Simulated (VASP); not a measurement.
RuP (relaxed from the NiAs type structure, space group P6_3/mmc): computed properties

All values below come from LDA (Ceperley-Alder, Perdew-Zunger), VASP's LDA PAW potentials (set 64) (plane waves; VASP 6.6.1).

```json
{
  "space_group": "P6_3/mmc (194)",
  "cell": "a = b = 3.4258 Å, c = 5.3804 Å, α = β = 90.00°, γ = 120.00°",
  "volume_per_atom": "13.67 Å³/atom",
  "band gap (over mesh and band path)": "none (metal, semimetal or under 0.01 eV)",
  "density": "8.02 g/cm³"
}
```

```cif
data_P2Ru2
_chemical_formula_sum 'Ru2 P2'
_space_group_name_H-M_alt 'P63/mmc'
_space_group_IT_number 194
_space_group_name_Hall '-P 6c 2c'
_cell_length_a 3.42584
_cell_length_b 3.42584
_cell_length_c 5.38042
_cell_angle_alpha 90.000
_cell_angle_beta 90.000
_cell_angle_gamma 120.000
loop_
_atom_site_label
_atom_site_type_symbol
_atom_site_symmetry_multiplicity
_atom_site_Wyckoff_symbol
_atom_site_fract_x
_atom_site_fract_y
_atom_site_fract_z
_atom_site_occupancy
Ru1 Ru 2 a 0.00000 0.00000 0.00000 1
P1 P 2 c 0.33333 0.66667 0.25000 1
```

The structure was generated: RuP was put into the NiAs type type (P6_3/mmc), which need not be its known phase. It was relaxed first, which changed the volume by -31 %. Symmetry was kept, so distortions that lower it aren't found.
